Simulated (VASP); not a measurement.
# ScTe2Pd (R-3m) in VASP: further runs

The runs below take ScTe2Pd through relaxation of cell and atoms, with PBE, RPBE.

Program: VASP 6.6.1. These are calculated values, not measurements. Logs are shortened: lines on timing, memory, paths and dates and some standing lists are left out, and cuts for length are marked.

### 1 The structure

The structure is trigonal, space group R-3m (No. 166). The conventional cell has a = 3.972 Å, b = 3.972 Å, c = 21.977 Å, α = 90.00°, β = 90.00°, γ = 120.00°. Sc (site symmetry -3m) is surrounded by 6 Te at 2.71 Å. Around Te (site symmetry 3m) lie 3 Sc at 2.71 Å. Pd (site symmetry -3m) is surrounded by 6 Te at 3.20 Å.

The cell was built by a generator and needn't be a form met in nature.

### 2 Relaxation of cell and atoms, PBE

The input, INCAR:

```
SYSTEM = ScTe2Pd
  PREC = Accurate
  ENCUT = 600
  EDIFF = 1E-6
  ISMEAR = 0
  SIGMA = 0.05
  LREAL = .FALSE.
  LASPH = .TRUE.
  NELM = 100
  ALGO = Normal
  ISIF = 3
  LWAVE = .FALSE.
  LCHARG = .FALSE.
  GGA = PE
  IBRION = 2
  NSW = 60
  EDIFFG = -0.01
```

The input, KPOINTS:

```
Automatic mesh
0
G
  8 8 8
  0 0 0
```

The input, POSCAR:

```
ScTe2Pd
1.0
    1.9860458000      1.1466440800      7.3258211100
   -1.9860458000      1.1466440800      7.3258211100
    0.0000000000     -2.2932881500      7.3258211100
Sc Te Pd
1 2 1
Direct
    0.5000000000      0.5000000000      0.5000000000
    0.2319827100      0.2319827100      0.2319827100
    0.7680172900      0.7680172900      0.7680172900
    0.0000000000      0.0000000000      0.0000000000
```

Potentials or basis: VASP PAW PBE potentials, release 64 (Sc_sv, Te, Pd).

Launch:

```console
cat potpaw_PBE.64/Sc_sv/POTCAR potpaw_PBE.64/Te/POTCAR potpaw_PBE.64/Pd/POTCAR > POTCAR
mpirun -np 1 vasp_std > vasp.out
```

OUTCAR:

```text
SYSTEM = ScTe2Pd
   PREC = Accurate
   ENCUT = 600
   EDIFF = 1E-6
   ISMEAR = 0
   LREAL = .FALSE.
   LASPH = .TRUE.
   NELM = 100
   ISIF = 3
   GGA = PE
   IBRION = 2
   NSW = 60
   EDIFFG = -0.01

 ion  position               nearest neighbor table
   1  0.500  0.500  0.500-   2 2.71   3 2.71   2 2.71   2 2.71   3 2.71   3 2.71
   2  0.232  0.232  0.232-   1 2.71   1 2.71   1 2.71   4 3.20   4 3.20   4 3.20   3 3.67   3 3.67
                             3 3.67
   3  0.768  0.768  0.768-   1 2.71   1 2.71   1 2.71   4 3.20   4 3.20   4 3.20   2 3.67   2 3.67
                             2 3.67
   4  0.000  0.000  0.000-   3 3.20   2 3.20   3 3.20   3 3.20   2 3.20   2 3.20

  LATTYP: Found a trigonal (rhomboedric) cell.
 ALAT       =     7.6763810159
 COS(alpha) =     0.8661262376

  Lattice vectors:

 A1 = (   1.9860458000,   1.1466440800,   7.3258211100)
 A2 = (  -1.9860458000,   1.1466440800,   7.3258211100)
 A3 = (   0.0000000000,  -2.2932881500,   7.3258211100)

Analysis of symmetry for initial positions (statically):
=====================================================================
 Subroutine PRICEL returns:
 Original cell was already a primitive cell.

 Routine SETGRP: Setting up the symmetry group for a
 trigonal (rhombohedral) supercell.

 Subroutine GETGRP returns: Found 12 space group operations
 (whereof 12 operations were pure point group operations)
 out of a pool of 12 trial point group operations.

The static configuration has the point symmetry D_3d.

Analysis of symmetry for dynamics (positions and initial velocities):
=====================================================================
 Subroutine PRICEL returns:
 Original cell was already a primitive cell.

 Routine SETGRP: Setting up the symmetry group for a
 trigonal (rhombohedral) supercell.

 Subroutine GETGRP returns: Found 12 space group operations
 (whereof 12 operations were pure point group operations)
 out of a pool of 12 trial point group operations.

The dynamic configuration has the point symmetry D_3d.

 Subroutine INISYM returns: Found 12 space group operations
 (whereof 12 operations are pure point group operations),
 and found     1 'primitive' translations

----------------------------------------------------------------------------------------

                                     Primitive cell

  volume of cell :     100.0980

  direct lattice vectors                    reciprocal lattice vectors
     1.986045800  1.146644080  7.325821110     0.251756530  0.145351701  0.045501157
    -1.986045800  1.146644080  7.325821110    -0.251756530  0.145351701  0.045501157
     0.000000000 -2.293288150  7.325821110     0.000000000 -0.290703401  0.045501157

  length of vectors
     7.676381016  7.676381016  7.676381014     0.294242796  0.294242796  0.294242796

  position of ions in fractional coordinates (direct lattice)
     0.500000000  0.500000000  0.500000000
     0.231982710  0.231982710  0.231982710
     0.768017290  0.768017290  0.768017290
     0.000000000  0.000000000  0.000000000

  ion indices of the primitive-cell ions
   primitive index   ion index
                 1           1
                 2           2
                 3           3
                 4           4

----------------------------------------------------------------------------------------

 KPOINTS: Automatic mesh

Automatic generation of k-mesh.
 Grid dimensions read from file:
 generate k-points for:    8    8    8

 Generating k-lattice:

  Cartesian coordinates                     Fractional coordinates (reciprocal lattice)
     0.031469566  0.018168963  0.005687645     0.125000000 -0.000000000  0.000000000
    -0.031469566  0.018168963  0.005687645    -0.000000000  0.125000000  0.000000000
     0.000000000 -0.036337925  0.005687645     0.000000000  0.000000000  0.125000000

  Length of vectors
     0.036780349  0.036780349  0.036780349

  Shift w.r.t. Gamma in fractional coordinates (k-lattice)
     0.000000000  0.000000000  0.000000000

 Subroutine IBZKPT returns following result:
 ===========================================

 Found     65 irreducible k-points:

 Following reciprocal coordinates:
            Coordinates               Weight
  0.000000  0.000000  0.000000      1.000000
  0.125000  0.000000 -0.000000      6.000000
  0.250000  0.000000 -0.000000      6.000000
  0.375000  0.000000  0.000000      6.000000
  0.500000  0.000000 -0.000000      3.000000
  0.125000  0.125000 -0.000000      6.000000
[... 16 lines left out ...]
  0.250000  0.125000  0.125000      6.000000
  0.375000  0.125000  0.125000      6.000000
 [... further k-points ...]
   k-points           NKPTS =     65   k-points in BZ     NKDIM =     65   number of bands    NBANDS=     20
   number of dos      NEDOS =    301   number of ions     NIONS =      4
   total plane-waves  NPLWV = 262144
   dimension x,y,z NGX =    64 NGY =   64 NGZ =   64
   dimension x,y,z NGXF=   128 NGYF=  128 NGZF=  128
   ions per type =               1   2   1
   NGX,Y,Z   is equivalent  to a cutoff of  13.86, 13.86, 13.86 a.u.
   NGXF,Y,Z  is equivalent  to a cutoff of  27.72, 27.72, 27.72 a.u.
 SYSTEM =  ScTe2Pd
   PREC   = accura    normal or accurate (medium, high low for compatibility)
   ISTART =      0    job   : 0-new  1-cont  2-samecut
   ICHARG =      2    charge: 1-file 2-atom 10-const
   ISPIN  =      1    spin polarized calculation?
   LNONCOLLINEAR =      F non collinear calculations
   LSORBIT =      F    spin-orbit coupling
   LASPH  =      T    aspherical Exc in radial PAW
   ENCUT  =  600.0 eV  44.10 Ry    6.64 a.u.  15.33 15.33 15.33*2*pi/ulx,y,z
   NELM   =    100;   NELMIN=  2; NELMDL= -5     # of ELM steps
   EDIFF  = 0.1E-05   stopping-criterion for ELM
   LREAL  =      F    real-space projection
   EDIFFG = -.1E-01   stopping-criterion for IOM
   NSW    =     60    number of steps for IOM
   IBRION =      2    ionic relax: 0-MD 1-quasi-New 2-CG
   NFREE  =      1    steps in history (QN), initial steepest desc. (CG)
   ISIF   =      3    stress and relaxation
   ISYM   =      2    0-nonsym 1-usesym 2-fastsym
   POTIM  = 0.5000    time-step for ionic-motion
   TEBEG  =    0.0;   TEEND  =   0.0 temperature during run
   PSTRESS=    0.0 pullay stress
   NELECT =      33.0000    total number of electrons
   NUPDOWN=      -1.0000    fix difference up-down
   EMIN   =  10.00;   EMAX   =-10.00  energy-range for DOS
   EFERMI =   0.00;   METHOD = LEGACY
   ISMEAR =     0;   SIGMA  =   0.05  broadening in eV -4-tet -1-fermi 0-gaus
   EFERMI_NEDOS =   21; number of points for ismear=-14 and -15
   IALGO  =     38    algorithm
   IMIX   =      4    mixing-type and parameters
     AMIX     =   0.40;   BMIX     =  1.00
     AMIX_MAG =   1.60;   BMIX_MAG =  1.00
  volume/ion in A,a.u.               =      25.02       168.87
  Fermi-wavevector in a.u.,A,eV,Ry     =   1.130935  2.137157 17.402043  1.279014
  Thomas-Fermi vector in A             =   2.267633
   LORBIT       =      0    0 simple, 1 ext, 2 COOP (PROOUT), +10 PAW based schemes
   GGA     = PE    functional components
   LHFCALC =     F    Hartree Fock is set to
   AEXX    =    0.0000 exact exchange contribution
   IVDW    =     0    specifies the selected vdW correction
   LEPSILON=     F    determine dielectric tensor
   LRPA    =     F    only Hartree local field effects (RPA)
 conjugate gradient relaxation of ions
 non-spin polarized calculation
 Gauss-broadening in eV      SIGMA  =   0.05
  energy-cutoff  :      600.00
  volume of cell :      100.10
 maximum number of plane-waves:      3356
 NGX is ok and might be reduce to    64
   NGX = 31   NGY = 31   NGZ = 31

--------------------------------------- Ionic step        1  -------------------------------------------

 number of electron      33.0000000 magnetization

 Free energy of the ion-electron system (eV)
  ---------------------------------------------------
  ext. energy  EPLUGINS =         0.00000000
  ---------------------------------------------------
  free energy    TOTEN  =       -18.75555682 eV

  energy without entropy =      -18.74968018  energy(sigma->0) =      -18.75261850

------------------------ aborting loop because EDIFF is reached ----------------------------------------

  FORCE on cell =-STRESS in cart. coord.  units (eV):
  Direction    XX          YY          ZZ          XY          YZ          ZX
  --------------------------------------------------------------------------------------
  -------------------------------------------------------------------------------------
  Total        5.9624332      5.9624332      2.6665302     -0.0000000      0.0000000     -0.0000000
  in kB       95.4352156     95.4352155     42.6807106     -0.0000000      0.0000000     -0.0000000
  external PRESSURE =      77.8503805 kB  Pullay stress =       0.0000000 kB
[... 95 lines left out ...]
  FREE ENERGIE OF THE ION-ELECTRON SYSTEM (eV)
  ---------------------------------------------------
  free  energy   TOTEN  =       -19.4829720646 eV

  energy  without entropy=      -19.4767284659  energy(sigma->0) =      -19.47985027

 E-fermi :   5.3866     XC(G=0):  -9.7389

 val. band max:        5.3854405660   @ k =  -0.3750   0.5000   0.1250
 cond. band min:       5.3875029679   @ k =  -0.3750  -0.3750   0.1250
 fundamental gap:      0.0020624019
 Fermi energy:         5.3865895854

 k-point     1 :       0.0000    0.0000    0.0000
  band No.  band energies     occupation
      1     -44.6340      2.00000
      2     -23.2706      2.00000
      3     -23.2469      2.00000
      4     -23.2469      2.00000
      5      -6.2911      2.00000
      6      -5.2569      2.00000
[... 541 lines left out ...]
     19       7.1323      0.00000
     20       7.2555      0.00000

 [... further k-points ...]

[... ionic steps 4 to 14 ...]

--------------------------------------- Ionic step       15  -------------------------------------------

 number of electron      33.0000001 magnetization

------------------------ aborting loop because EDIFF is reached ----------------------------------------
[... 71 lines left out ...]
--------------------------------------- Ionic step       17  -------------------------------------------

 number of electron      33.0000000 magnetization

 Free energy of the ion-electron system (eV)
  ---------------------------------------------------
  ext. energy  EPLUGINS =         0.00000000
  ---------------------------------------------------
  free energy    TOTEN  =       -20.33346519 eV

  energy without entropy =      -20.32394631  energy(sigma->0) =      -20.32870575

 E-fermi :   6.8142     XC(G=0): -10.2386

 val. band max:        6.8141057239   @ k =  -0.3750  -0.3750   0.1250
 cond. band min:       6.8160565248   @ k =  -0.2500   0.2500   0.0000
 fundamental gap:      0.0019508009
 Fermi energy:         6.8141842916

 k-point     1 :       0.0000    0.0000    0.0000
  band No.  band energies     occupation
      1     -43.4701      2.00000
      2     -22.1200      2.00000
      3     -22.0721      2.00000
      4     -22.0721      2.00000
      5      -5.4944      2.00000
      6      -4.0234      2.00000
[... 541 lines left out ...]
     19       8.4123      0.00000
     20       8.4469      0.00000

 [... further k-points ...]

------------------------ aborting loop because EDIFF is reached ----------------------------------------

  FORCE on cell =-STRESS in cart. coord.  units (eV):
  Direction    XX          YY          ZZ          XY          YZ          ZX
  --------------------------------------------------------------------------------------
  -------------------------------------------------------------------------------------
  Total        0.0094683      0.0094683      0.0117518      0.0000000      0.0000000      0.0000000
  in kB        0.1533494      0.1533494      0.1903337      0.0000000      0.0000000      0.0000000
  external PRESSURE =       0.1656775 kB  Pullay stress =       0.0000000 kB
[... 19 lines left out ...]
  FREE ENERGIE OF THE ION-ELECTRON SYSTEM (eV)
  ---------------------------------------------------
  free  energy   TOTEN  =       -20.3334651909 eV

  energy  without entropy=      -20.3239463052  energy(sigma->0) =      -20.32870575

 reached required accuracy - stopping structural energy minimisation
```

Run time: 51 min. Hardware: 1 thread of Intel Xeon 6975P-C (Granite Rapids), shared host; peak memory 0.76 GiB.

Results:

* Free energy: -20.3335 eV
* Relaxed volume: 24.73 Å³/atom
* Relaxed cell: a = 6.865 Å, b = 6.865 Å, c = 6.865 Å, α = 35.79°, β = 35.79°, γ = 35.79°
* Space group after relaxing (to 0.05 Å): R-3m (No. 166)
* Energy gained by relaxing: 394.5 meV/atom
* Ionic steps: 17
* Pressure after relaxing: 0.0 GPa
* Largest force after relaxing: 0.008 eV/Å
* Band gap on the k mesh: none (metal or under the smearing width)

Forces on the atoms (eV/Å):
```
Sc   0.000  0.000  0.000
Te   0.000  0.000  0.008
Te   0.000  0.000 -0.008
Pd   0.000  0.000  0.000
```

The path:
```
step  energy change (eV)  largest force (eV/Å)  pressure (GPa)  volume (Å³)
   1              0.0000                3.1991            7.79       100.10
   2             -0.7000                0.8327           -4.89       118.71
   3             -0.7274                1.1530           -3.33       115.10
   4             -1.0641                1.0754           -2.70       109.40
   5             -1.4856                0.1155            5.05        92.98
   6             -1.5079                0.5879            1.78        97.31
   7             -1.5176                0.4422            2.85        95.72
   8             -1.5574                0.3314           -0.87       100.13
   9             -1.5761                0.0625            0.34        98.48
  10             -1.5761                0.0718            0.30        98.53
  11             -1.5772                0.0121           -0.13        99.17
  12             -1.5773                0.0179           -0.09        99.11
  13             -1.5776                0.0002            0.01        98.98
  14             -1.5777                0.0132            0.07        98.89
  15             -1.5778                0.0124           -0.07        99.04
  16             -1.5778                0.0119           -0.08        99.07
  17             -1.5779                0.0078            0.02        98.92
```

Final structure:
```cif
data_structure
_symmetry_space_group_name_H-M 'P 1'
_symmetry_Int_Tables_number 1
_cell_length_a 6.8653
_cell_length_b 6.8653
_cell_length_c 6.8653
_cell_angle_alpha 35.785
_cell_angle_beta 35.785
_cell_angle_gamma 35.785
_cell_volume 98.92
loop_
_atom_site_label
_atom_site_type_symbol
_atom_site_fract_x
_atom_site_fract_y
_atom_site_fract_z
_atom_site_occupancy
Sc1 Sc 0.50000 0.50000 0.50000 1
Te1 Te 0.25313 0.25313 0.25313 1
Te2 Te 0.74687 0.74687 0.74687 1
Pd1 Pd 0.00000 0.00000 0.00000 1
```

Levels at points of the mesh, in eV from the Fermi level:
```csv
k point,band 15,band 16,band 17,band 18,band 19,band 20
"(0.00, 0.00, 0.00)",-0.61,-0.61,-0.08,1.08,1.08,1.37
"(0.50, 0.00, 0.00)",-1.66,-0.10,0.07,0.72,1.66,1.74
"(0.50, 0.50, 0.00)",-1.73,-0.49,0.04,0.85,1.71,1.72
"(0.50, 0.50, 0.50)",-1.43,0.84,0.84,0.95,0.95,1.04
```

Spin-orbit coupling is left out, which matters for the levels of Te.

### 3 Relaxation of cell and atoms, RPBE

The input, INCAR:

```
  PREC = Accurate
  ENCUT = 600
  EDIFF = 1E-6
  ISMEAR = 0
  SIGMA = 0.05
  LREAL = F
  LASPH = T
  NELM = 100
  ALGO = Normal
  ISIF = 3
  LWAVE = F
  LCHARG = F
  GGA = RP
  IBRION = 2
  NSW = 60
  EDIFFG = -0.01
```

The input, KPOINTS:

```
regular mesh
0
Gamma
  8 8 8
```

POSCAR is that of step 2.

Potentials or basis: VASP PAW PBE potentials, release 64 (Sc_sv, Te, Pd).

Launch:

```console
cat potpaw_PBE.64/Sc_sv/POTCAR potpaw_PBE.64/Te/POTCAR potpaw_PBE.64/Pd/POTCAR > POTCAR
mpirun -np 1 vasp_std > vasp.out
```

Run time: 53 min. Hardware: 1 thread of Intel Xeon 6975P-C (Granite Rapids), shared host; peak memory 0.76 GiB.

It converged, with:

```
Free energy                            : -18.7143 eV
Relaxed volume                         : 25.56 Å³/atom
Relaxed cell                           : a = 6.951 Å, b = 6.951 Å, c = 6.951 Å, α = 35.70°, β = 35.70°, γ = 35.70°
Space group after relaxing (to 0.05 Å) : R-3m (No. 166)
Energy gained by relaxing              : 394.5 meV/atom
Ionic steps                            : 18
Pressure after relaxing                : 0.0 GPa
Band gap on the k mesh                 : none (metal or under the smearing width)
```

The path:
| step | energy change (eV) | largest force (eV/Å) | pressure (GPa) | volume (Å³) |
| --- | --- | --- | --- | --- |
| 1 | 0.0000 | 3.2441 | 10.00 | 100.10 |
| 2 | -0.7999 | 0.5510 | -4.54 | 124.42 |
| 3 | -0.8673 | 1.0219 | -2.31 | 118.08 |
| 4 | -1.0820 | 0.9804 | -1.97 | 113.73 |
| 5 | -1.5094 | 0.5660 | 1.50 | 101.00 |
| 6 | -1.5053 | 0.2159 | 4.04 | 96.69 |
| 7 | -1.5218 | 0.4187 | 2.64 | 98.86 |
| 8 | -1.5516 | 0.3295 | -1.18 | 103.97 |
| 9 | -1.5772 | 0.0447 | 0.21 | 101.83 |
| 10 | -1.5772 | 0.0533 | 0.17 | 101.89 |
| 11 | -1.5778 | 0.0153 | -0.06 | 102.32 |
| 12 | -1.5778 | 0.0131 | -0.06 | 102.34 |
| 13 | -1.5778 | 0.0102 | -0.10 | 102.38 |
| 14 | -1.5778 | 0.0123 | -0.10 | 102.36 |
| 15 | -1.5779 | 0.0149 | 0.03 | 102.20 |
| 16 | -1.5779 | 0.0095 | 0.00 | 102.23 |
| 17 | -1.5780 | 0.0065 | -0.01 | 102.23 |
| 18 | -1.5781 | 0.0008 | -0.02 | 102.24 |

Final structure:
```
Sc Te Pd
1.0
     2.13075    1.23019    6.50057
    -2.13075    1.23019    6.50057
     0.00000   -2.46037    6.50057
Sc Te Pd
1 2 1
Direct
  0.50000 0.50000 0.50000
  0.25264 0.25264 0.25264
  0.74736 0.74736 0.74736
  0.00000 0.00000 0.00000
```

Levels at points of the mesh, in eV from the Fermi level:
| k point | band 15 | band 16 | band 17 | band 18 | band 19 | band 20 |
| --- | --- | --- | --- | --- | --- | --- |
| (0.00, 0.00, 0.00) | -0.61 | -0.61 | -0.11 | 1.10 | 1.10 | 1.39 |
| (0.50, 0.00, 0.00) | -1.53 | -0.10 | 0.05 | 0.78 | 1.64 | 1.73 |
| (0.50, 0.50, 0.00) | -1.59 | -0.47 | 0.05 | 0.88 | 1.70 | 1.84 |
| (0.50, 0.50, 0.50) | -1.35 | 0.78 | 0.78 | 0.98 | 0.98 | 1.11 |

Caveat: the PAW data sets were made with another functional, which shifts forces and pressure a little.
